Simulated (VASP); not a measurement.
An input for Quantum ESPRESSO's pw.x (written as the equivalent of a VASP run, and not itself run):

```
&CONTROL
  calculation = 'vc-relax'
  pseudo_dir = './pseudo'
  outdir = './out'
  tprnfor = .true.
  tstress = .true.
  nstep = 40
  forc_conv_thr = 0.00078
/
&SYSTEM
  ibrav = 0
  nat = 3
  ntyp = 2
  ecutwfc = 84
  occupations = 'smearing'
  smearing = 'gaussian'
  degauss = 0.003675
  input_dft = 'pbe'
/
&ELECTRONS
  conv_thr = 7.3e-08
  electron_maxstep = 100
/
&IONS
/
&CELL
  press = 100
/
ATOMIC_SPECIES
  Li 6.940 Li.upf
  O 15.999 O.upf
CELL_PARAMETERS angstrom
     0.0000000    2.2675394    2.2675394
     2.2675394    0.0000000    2.2675394
     2.2675394    2.2675394    0.0000000
ATOMIC_POSITIONS crystal
  Li   0.2500000  0.2500000  0.2500000
  Li   0.7500000  0.7500000  0.7500000
  O    0.0000000  0.0000000  0.0000000
K_POINTS automatic
  8 8 8 0 0 0
```

Q: Translate this input to VASP (INCAR, KPOINTS, POSCAR, choice of POTCAR).

A: This is not unique; one that fits is 
**KPOINTS**
```
Automatic
0
G
 8 8 8
```

### INCAR
```
# general
SYSTEM   =  Li2O
PREC     =  Accurate
ENCUT    =  620
LREAL    =  .False.
LASPH    =  .True.

# electronic loop
EDIFF    =  1E-6
NELM     =  100
ALGO     =  Normal

# smearing
ISMEAR   =  0
SIGMA    =  0.05

# functional
GGA      =  PE

# ions
IBRION   =  2
NSW      =  40
ISIF     =  3
EDIFFG   =  -0.02
PSTRESS  =  100

# output
LWAVE    =  .False.
LCHARG   =  .False.
```

### POSCAR
```
Li2O
1.0
  0.0000000000   2.2675393925   2.2675393925
  2.2675393925   0.0000000000   2.2675393925
  2.2675393925   2.2675393925   0.0000000000
Li O
2 1
Cartesian
  1.1337696962   1.1337696962   1.1337696962
  3.4013090887   3.4013090887   3.4013090887
  0.0000000000   0.0000000000   0.0000000000
```

POTCAR, in this order: Li_sv O (PBE.64 set). Program: vasp_std.

The two are equivalent in intent, not identical: the potentials are each code's own (VASP's PAW set, PseudoDojo norm-conserving files in pw.x), so ENCUT and ecutwfc are chosen apart and not converted; conv_thr bounds pw.x's estimated SCF error, while EDIFF bounds the energy change between steps; forc_conv_thr acts on force components and is met together with etot_conv_thr.

The compound is Li2O in the antifluorite structure. This run relaxes it under an external pressure of 10 GPa. Symmetry was kept, so distortions that lower it aren't found.
